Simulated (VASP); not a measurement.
Data:

```
GeSe
1.0
    0.00000     2.82761     2.82761
    2.82761     0.00000     2.82761
    2.82761     2.82761     0.00000
Ge Se
1 1
Direct
  0.00000   0.00000   0.00000
  0.50000   0.50000   0.50000
```

Level of theory: modified Becke-Johnson potential (mBJ), VASP's PBE PAW potentials (set 64) (plane waves; VASP). Numerical set-up: 400 eV cut-off, 6×6×6 Γ-centred mesh, Gaussian smearing of 0.050 eV, potentials Ge_d Se.

mBJ is a potential without an energy functional, so only the levels count.

Question: Give the energies of bands 7 to 13 at the high-symmetry points, in eV from the valence-band maximum.

Answer: 
```tsv
band	Γ	X	U	L	W
7	-5.45	-7.29	-8.39	-9.48	-8.32
8	-2.67	-6.44	-5.99	-2.46	-5.60
9	-2.67	-4.39	-3.87	-2.46	-5.59
10	-2.67	-4.39	-3.17	0.00	-1.28
11	4.10	3.00	3.38	0.23	1.16
12	4.10	5.58	3.56	0.63	5.46
13	4.11	5.59	5.36	0.63	5.46
```

The gap is direct, 0.22 eV, from the valence maximum at L to the conduction minimum at L.

The structure comes from a computed database's GeSe entry (Fm-3m); how it stands against other phases isn't given here. It was relaxed first. The cell's shape comes from a PBE relaxation.
